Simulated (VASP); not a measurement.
An input for Ansatz (written as the equivalent of a VASP run, and not itself run):

Ansatz 0.2 input:
```yaml
crystal:
  lattice:
    - [3.0014086, 0.0000000, 0.0000000]
    - [0.0000000, 3.0014086, 0.0000000]
    - [0.0000000, 0.0000000, 3.0014086]
  atoms:
    - { symbol: W, position: [0.0000000, 0.0000000, 0.0000000] }
    - { symbol: P, position: [0.5000000, 0.5000000, 0.5000000] }
kpoints:
  mp_grid: { grid: [11, 11, 11] }
hamiltonian:
  xc: r2scan
  pseudopotentials: { kind: paw }
scf:
  occupations: { method: methfessel_paxton, width: 0.1 }
  max_iter: 100
relax:
  max_steps: 60
  f_tol: 0.01
  cell: {}
output: { forces: true, stress: true, eigenvalues: true }
```

Problem. Write the VASP files for the same calculation (r2SCAN).

Solution. One answer among several that fit: 
**INCAR**
```
! general
SYSTEM   =  WP
PREC     =  Accurate
ENCUT    =  400
LREAL    =  F   ! projection in real space or not
LASPH    =  T   ! aspherical one-centre terms

! electronic loop
EDIFF    =  1E-6   ! SCF stop (eV)
NELM     =  100   ! most electronic steps
ALGO     =  Normal
LMAXMIX  =  6
LMIXTAU  =  T

! smearing
ISMEAR   =  1
SIGMA    =  0.1

! functional
METAGGA  =  R2SCAN

! ions
IBRION   =  2
NSW      =  60   ! most ionic steps
ISIF     =  3   ! ions, shape and volume
EDIFFG   =  -0.01   ! ionic stop

! output
LWAVE    =  F
LCHARG   =  F
```

**POSCAR**
```
WP
1
    3.0014085911    -0.0000000000    -0.0000000000
   -0.0000000000     3.0014085911    -0.0000000000
    0.0000000000     0.0000000000     3.0014085911
W P
1 1
Direct
  0.0000000000   0.0000000000   0.0000000000
  0.5000000000   0.5000000000   0.5000000000
```

File KPOINTS:
```
Automatic mesh
0
Gamma
11 11 11
0 0 0
```

POTCAR, in this order: W_sv P (PBE.64 set). Program: vasp_std.

Limits of the translation: each code has its own PAW files, so the cut-off isn't converted (ENCUT is set for VASP's; basis.ecutwfc is left out, and Ansatz then takes the one that its files recommend); Ansatz stops its SCF on the density residual and VASP on the energy change (EDIFF).

The structure was generated: WP was put into the CsCl type type (Pm-3m), which need not be its known phase. This run relaxes it. Symmetry was kept, so distortions that lower it aren't found. The start is the result of an earlier pass.
